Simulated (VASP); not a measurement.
Computed with PBE GGA, VASP's PBE PAW potentials (set 64) (plane waves; VASP 6.6.1).

VASP ran on this input.

POSCAR:
```
CdSe
1
    0.0000000000     3.0250000000     3.0250000000
    3.0250000000     0.0000000000     3.0250000000
    3.0250000000     3.0250000000     0.0000000000
Cd Se
1 1
Direct
  0.0000000000   0.0000000000   0.0000000000
  0.2500000000   0.2500000000   0.2500000000
```

**INCAR**
```
ALGO  =  Normal
EDIFF  =  1E-6
EDIFFG  =  -0.01
ENCUT  =  520
GGA  =  PE
IBRION  =  2
ISIF  =  3
ISMEAR  =  0
LASPH  =  .True.
LCHARG  =  .False.
LMAXMIX  =  4
LREAL  =  .False.
LWAVE  =  .False.
NELM  =  100
NSW  =  60
PREC  =  Accurate
SIGMA  =  0.05
SYSTEM  =  CdSe
```

KPOINTS:
```
kpoints
0
Gamma
  7 7 7
```

POTCAR, in this order: Cd Se (PBE.64 set). Program: vasp_std.

Output of the run:

File OUTCAR:
```
 ion  position               nearest neighbor table
   1  0.000  0.000  0.000-   2 2.62   2 2.62   2 2.62   2 2.62
   2  0.250  0.250  0.250-   1 2.62   1 2.62   1 2.62   1 2.62
  LATTYP: Found a face centered cubic cell.
 ALAT       =     6.0500000000
 Subroutine PRICEL returns:
 Original cell was already a primitive cell.
 Subroutine GETGRP returns: Found 24 space group operations
The static configuration has the point symmetry T_d .
The dynamic configuration has the point symmetry T_d .
 Subroutine INISYM returns: Found 24 space group operations
 Subroutine IBZKPT returns following result:
 Found     20 irreducible k-points:

 Following reciprocal coordinates:
            Coordinates               Weight
  0.000000  0.000000  0.000000      1.000000
  0.142857  0.000000  0.000000      8.000000
  0.285714  0.000000  0.000000      8.000000
  0.428571  0.000000  0.000000      8.000000
  0.142857  0.142857  0.000000      6.000000
  0.285714  0.142857  0.000000     24.000000
  0.428571  0.142857  0.000000     24.000000
 -0.428571  0.142857  0.000000     24.000000
 -0.285714  0.142857  0.000000     24.000000
 -0.142857  0.142857  0.000000     12.000000
  0.285714  0.285714  0.000000      6.000000
  0.428571  0.285714  0.000000     24.000000
 -0.428571  0.285714  0.000000     24.000000
 -0.285714  0.285714  0.000000     12.000000
  0.428571  0.428571  0.000000      6.000000
 -0.428571  0.428571  0.000000     12.000000
  0.428571  0.285714  0.142857     24.000000
 -0.428571  0.285714  0.142857     48.000000
 -0.428571  0.428571  0.142857     24.000000
 -0.285714  0.428571  0.142857     24.000000
   k-points           NKPTS =     20   k-points in BZ     NKDIM =     20   number of bands    NBANDS=     13
   number of dos      NEDOS =    301   number of ions     NIONS =      2
   total plane-waves  NPLWV =  32768
   dimension x,y,z NGX =    32 NGY =   32 NGZ =   32
...
```

**OSZICAR**
```
       N       E                     dE             d eps       ncg     rms          rms(c)
DAV:   1     0.109127434049E+03    0.10913E+03   -0.89555E+03   528   0.124E+03
DAV:   2    -0.111324883041E+01   -0.11024E+03   -0.10627E+03   575   0.292E+02
DAV:   3    -0.579448994168E+01   -0.46812E+01   -0.46685E+01   640   0.622E+01
DAV:   4    -0.581858482801E+01   -0.24095E-01   -0.24093E-01   540   0.443E+00
DAV:   5    -0.581873077964E+01   -0.14595E-03   -0.14595E-03   615   0.316E-01    0.675E+00
DAV:   6    -0.546630577053E+01    0.35243E+00   -0.66385E-01   703   0.110E+01    0.520E+00
DAV:   7    -0.544425799303E+01    0.22048E-01   -0.17274E-01   565   0.318E+00    0.220E+00
DAV:   8    -0.544505859305E+01   -0.80060E-03   -0.16392E-02   525   0.193E+00    0.255E-01
DAV:   9    -0.544516177819E+01   -0.10319E-03   -0.21327E-03   600   0.718E-01    0.556E-02
DAV:  10    -0.544523084132E+01   -0.69063E-04   -0.23980E-04   535   0.231E-01    0.453E-02
DAV:  11    -0.544527367045E+01   -0.42829E-04   -0.73412E-05   535   0.676E-02    0.126E-02
DAV:  12    -0.544527339163E+01    0.27883E-06   -0.62486E-06   625   0.386E-02
   1 F= -.54452734E+01 E0= -.54452734E+01  d E =-.544527E+01
       N       E                     dE             d eps       ncg     rms          rms(c)
DAV:   1    -0.713687493775E+01   -0.16916E+01   -0.36642E+01   555   0.834E+01    0.123E+01
DAV:   2    -0.571098666504E+01    0.14259E+01   -0.32503E+00   530   0.289E+01    0.419E+00
DAV:   3    -0.552597269899E+01    0.18501E+00   -0.40040E-01   560   0.750E+00    0.383E+00
DAV:   4    -0.549471108263E+01    0.31262E-01   -0.41157E-02   530   0.167E+00    0.999E-01
DAV:   5    -0.549290476468E+01    0.18063E-02   -0.35707E-03   570   0.686E-01    0.157E-01
DAV:   6    -0.549302050614E+01   -0.11574E-03   -0.52759E-04   550   0.221E-01    0.796E-02
DAV:   7    -0.549307047424E+01   -0.49968E-04   -0.52855E-05   575   0.538E-02    0.404E-02
DAV:   8    -0.549306828183E+01    0.21924E-05   -0.35972E-06   575   0.279E-02    0.709E-03
DAV:   9    -0.549306913073E+01   -0.84890E-06   -0.19847E-06   522   0.881E-03
   2 F= -.54930691E+01 E0= -.54930691E+01  d E =-.477957E-01
       N       E                     dE             d eps       ncg     rms          rms(c)
DAV:   1    -0.561132199872E+01   -0.11825E+00   -0.23418E+00   570   0.197E+01    0.237E+00
DAV:   2    -0.550947818441E+01    0.10184E+00   -0.26878E-01   560   0.802E+00    0.763E-01
DAV:   3    -0.549930145557E+01    0.10177E-01   -0.28841E-02   535   0.182E+00    0.656E-01
DAV:   4    -0.549839748163E+01    0.90397E-03   -0.18198E-03   535   0.427E-01    0.112E-01
DAV:   5    -0.549835786596E+01    0.39616E-04   -0.26978E-04   600   0.238E-01    0.573E-02
DAV:   6    -0.549836941249E+01   -0.11547E-04   -0.52196E-05   540   0.927E-02    0.179E-02
DAV:   7    -0.549836930410E+01    0.10839E-06   -0.22754E-06   600   0.969E-03
   3 F= -.54983693E+01 E0= -.54983693E+01  d E =-.530959E-01
```

### OUTCAR
```
------------------------ aborting loop because EDIFF is reached ----------------------------------------
  FORCE on cell =-STRESS in cart. coord.  units (eV):
  Direction    XX          YY          ZZ          XY          YZ          ZX
  --------------------------------------------------------------------------------------
  Total        0.0021925      0.0021925      0.0021925      0.0000000      0.0000000      0.0000000
  in kB        0.0587851      0.0587851      0.0587851      0.0000000      0.0000000      0.0000000
  external PRESSURE =       0.0587851 kB  Pullay stress =       0.0000000 kB
  volume of cell :       59.76
      direct lattice vectors                 reciprocal lattice vectors
     0.000000000  3.103020086  3.103020086    -0.161133343  0.161133343  0.161133343
     3.103020086  0.000000000  3.103020086     0.161133343 -0.161133343  0.161133343
     3.103020086  3.103020086  0.000000000     0.161133343  0.161133343 -0.161133343
  FREE ENERGIE OF THE ION-ELECTRON SYSTEM (eV)
  ---------------------------------------------------
  free  energy   TOTEN  =        -5.4983693041 eV

  energy  without entropy=       -5.4983693041  energy(sigma->0) =       -5.49836930

 reached required accuracy - stopping structural energy minimisation
```
(Selected blocks of OUTCAR.)

**CONTCAR**
```
CdSe
   1.00000000000000
     0.0000000000000000    3.1030200861180846    3.1030200861180846
     3.1030200861180846    0.0000000000000000    3.1030200861180846
     3.1030200861180846    3.1030200861180846    0.0000000000000000
  Cd              Se
     1     1
Direct
     0.0000000000000000    0.0000000000000000    0.0000000000000000
     0.2500000000000000    0.2500000000000000    0.2500000000000000
```

**OUTCAR**
```
 val. band max:        0.4817315659   @ k =   0.0000   0.0000   0.0000

 cond. band min:       0.9647582800   @ k =   0.0000   0.0000   0.0000


 Fermi energy:         0.6904208617

 k-point     1 :       0.0000    0.0000    0.0000
  band No.  band energies     occupation
      1     -11.7911      2.00000
      2      -7.2688      2.00000
      3      -7.2688      2.00000
      4      -7.2688      2.00000
      5      -6.9558      2.00000
      6      -6.9558      2.00000
      7       0.4817      2.00000
      8       0.4817      2.00000
      9       0.4817      2.00000
     10       0.9648      0.00000
     11       6.4081      0.00000
     12       6.4081      0.00000
     13       6.4081      0.00000

 k-point     2 :       0.1429    0.0000    0.0000
  band No.  band energies     occupation
      1     -11.7313      2.00000
      2      -7.2503      2.00000
      3      -7.2503      2.00000
      4      -7.2099      2.00000
      5      -6.9564      2.00000
      6      -6.9564      2.00000
      7      -0.8859      2.00000
      8       0.3401      2.00000
      9       0.3401      2.00000
     10       2.1000      0.00000
     11       6.1564      0.00000
     12       6.6428      0.00000
     13       6.6428      0.00000

 k-point     3 :       0.2857    0.0000    0.0000
  band No.  band energies     occupation
      1     -11.5955      2.00000
      2      -7.2139      2.00000
      3      -7.2139      2.00000
      4      -7.0171      2.00000
      5      -6.9514      2.00000
      6      -6.9514      2.00000
      7      -2.3844      2.00000
      8       0.0521      2.00000
      9       0.0521      2.00000
     10       2.7450      0.00000
     11       6.5585      0.00000
     12       6.9346      0.00000
     13       6.9346      0.00000

 k-point     4 :       0.4286    0.0000    0.0000
  band No.  band energies     occupation
      1     -11.4855      2.00000
      2      -7.1920      2.00000
      3      -7.1920      2.00000
...
```

Energy and stress use the plane-wave basis of the starting cell.

The compound is CdSe in the zinc blende structure, whereas wurtzite is the usual form. This run relaxes it. Symmetry was kept, so distortions that lower it aren't found.
